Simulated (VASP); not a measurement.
Input:

```
TiGe
1.0
    3.93966     0.00000     0.00000
   -1.96983     3.41184     0.00000
    0.00000     0.00000     2.79295
Ti Ge
1 1
Cartesian
  0.00000   0.00000   2.79295
  1.96983   1.13728   1.39647
```

Level of theory: r2SCAN meta-GGA, VASP's PBE PAW potentials (set 64) (plane waves; VASP). Settings: 400 eV cut-off, 12×12×15 Γ-centred mesh, tetrahedra with Blöchl corrections, potentials Ti_sv Ge_d.

Q: What does the run give for the energy per atom (σ→0), band gap (over mesh and band path) with the smallest direct gap where there is one?

A: 
```json
{
  "band gap (over mesh and band path)": "none (metal, semimetal or under 0.01 eV)",
  "energy per atom (σ→0)": "-13.758 eV/atom"
}
```

Total energies compare only between runs with the same potentials, cut-off and functional.

The structure was generated: TiGe was put into the WC type (P-6m2), which need not be its known phase. It was relaxed first.
